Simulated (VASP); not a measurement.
All values below come from optB86b-vdW, VASP's PBE PAW potentials (set 64) (plane waves; VASP).

VASP input:

### KPOINTS
```
k-points along high-symmetry lines
15
Line-mode
Reciprocal
  0.000000   0.000000   0.000000 ! GAMMA
  0.500000   0.000000   0.500000 ! X

  0.500000   0.000000   0.500000 ! X
  0.625000   0.250000   0.625000 ! U

  0.375000   0.375000   0.750000 ! K
  0.000000   0.000000   0.000000 ! GAMMA

  0.000000   0.000000   0.000000 ! GAMMA
  0.500000   0.500000   0.500000 ! L

  0.500000   0.500000   0.500000 ! L
  0.500000   0.250000   0.750000 ! W

  0.500000   0.250000   0.750000 ! W
  0.500000   0.000000   0.500000 ! X
```

### POSCAR
```
AuAl2
3.013390
  0.0000000000   1.0000001574   1.0000001574
  1.0000001574   0.0000000000   1.0000001574
  1.0000001574   1.0000001574   0.0000000000
Al Au
2 1
direct
  0.2500000000   0.2500000000   0.2500000000
  0.7500000000   0.7500000000   0.7500000000
  0.0000000000   0.0000000000   0.0000000000
```

INCAR:
```
AGGAC=0.0
ALGO=Normal
EDIFF=1E-7
ENCUT=520
GGA=MK
ICHARG=11
ISMEAR=0
LASPH=.TRUE.
LCHARG=.FALSE.
LMAXMIX=6
LORBIT=11
LREAL=.FALSE.
LUSE_VDW=.TRUE.
LWAVE=.FALSE.
NELM=100
PARAM1=0.1234
PARAM2=1.0
PREC=Accurate
SIGMA=0.05
SYSTEM=AuAl2
```

POTCAR, in this order: Al Au (PBE.64 set). Program: vasp_std. Read from the step before: CHGCAR.

The resulting files:

### OUTCAR
```
 ion  position               nearest neighbor table
   1  0.250  0.250  0.250-   3 2.61   3 2.61   3 2.61   3 2.61   2 3.01   2 3.01   2 3.01   2 3.01
                             2 3.01   2 3.01
   2  0.750  0.750  0.750-   3 2.61   3 2.61   3 2.61   3 2.61   1 3.01   1 3.01   1 3.01   1 3.01
                             1 3.01   1 3.01
   3  0.000  0.000  0.000-   2 2.61   2 2.61   2 2.61   1 2.61   2 2.61   1 2.61   1 2.61   1 2.61
  LATTYP: Found a face centered cubic cell.
 ALAT       =     6.0267809486
 Subroutine PRICEL returns:
 Original cell was already a primitive cell.
 Subroutine GETGRP returns: Found 48 space group operations
The static configuration has the point symmetry O_h .
The dynamic configuration has the point symmetry O_h .
 Subroutine INISYM returns: Found 48 space group operations
   k-points           NKPTS =     90   k-points in BZ     NKDIM =     90   number of bands    NBANDS=     12
   number of dos      NEDOS =    301   number of ions     NIONS =      3
   total plane-waves  NPLWV =  32768
   dimension x,y,z NGX =    32 NGY =   32 NGZ =   32
   dimension x,y,z NGXF=    64 NGYF=   64 NGZF=   64
   ions per type =               2   1
   PREC   = accura    normal or accurate (medium, high low for compatibility)
   ISTART =      0    job   : 0-new  1-cont  2-samecut
   ICHARG =     11    charge: 1-file 2-atom 10-const
   ISPIN  =      1    spin polarized calculation?
   LNONCOLLINEAR =      F non collinear calculations
...
```

### OSZICAR
```
       N       E                     dE             d eps       ncg     rms          rms(c)
DAV:   1     0.687111210374E+02    0.68711E+02   -0.73110E+03  2208   0.117E+03
DAV:   2    -0.459986817539E+01   -0.73311E+02   -0.67948E+02  2388   0.206E+02
DAV:   3    -0.646491316883E+01   -0.18650E+01   -0.17803E+01  2764   0.318E+01
DAV:   4    -0.648369750698E+01   -0.18784E-01   -0.18760E-01  2608   0.351E+00
DAV:   5    -0.648404122956E+01   -0.34372E-03   -0.34370E-03  2712   0.502E-01
DAV:   6    -0.648405010355E+01   -0.88740E-05   -0.88726E-05  2724   0.800E-02
DAV:   7    -0.648405040022E+01   -0.29667E-06   -0.29681E-06  2684   0.149E-02
DAV:   8    -0.648405040909E+01   -0.88696E-08   -0.92223E-08  2120   0.266E-03
   1 F= -.64840504E+01 E0= -.64832870E+01  d E =-.152679E-02
```

OUTCAR:
```
 val. band max:        8.7054235974   @ k =   0.2857   0.2857   0.2857

 cond. band min:       8.7986116758   @ k =   0.5000   0.0000   0.5000



 k-point     1 :       0.0000    0.0000    0.0000
  band No.  band energies     occupation
      1      -2.8557      2.00000
      2       1.0624      2.00000
      3       1.0624      2.00000
      4       1.0624      2.00000
      5       2.0087      2.00000
      6       2.0087      2.00000
      7       9.7579      0.00000
      8      10.5374      0.00000
      9      10.5374      0.00000
     10      10.5374      0.00000
     11      11.4608      0.00000
     12      11.4608      0.00000

 k-point     2 :       0.0357    0.0000    0.0357
  band No.  band energies     occupation
      1      -2.8335      2.00000
      2       1.0527      2.00000
      3       1.0692      2.00000
      4       1.0692      2.00000
      5       2.0024      2.00000
      6       2.0122      2.00000
      7       9.7170      0.00000
      8      10.2280      0.00000
      9      10.2280      0.00000
     10      10.3910      0.00000
     11      11.5444      0.00000
     12      11.7934      0.00000

 k-point     3 :       0.0714    0.0000    0.0714
  band No.  band energies     occupation
      1      -2.7670      2.00000
      2       1.0243      2.00000
      3       1.0894      2.00000
      4       1.0894      2.00000
      5       1.9836      2.00000
      6       2.0227      2.00000
      7       9.6144      0.00000
      8       9.7011      0.00000
      9       9.7011      0.00000
     10      10.0007      0.00000
     11      11.7744      0.00000
     12      12.3900      0.00000

 k-point     4 :       0.1071    0.0000    0.1071
  band No.  band energies     occupation
      1      -2.6565      2.00000
      2       0.9791      2.00000
      3       1.1230      2.00000
      4       1.1230      2.00000
      5       1.9533      2.00000
      6       2.0396      2.00000
      7       9.1575      0.00000
...
```

The density is held fixed in this step, so its total energy and stress have no physical meaning. Unless said otherwise, spin-orbit coupling is left out, though it shifts the bands of the heavy elements here.

The compound is AuAl2 in the fluorite structure. It was relaxed first. The electron count is odd and the run is not spin-polarised, which forces a metal.
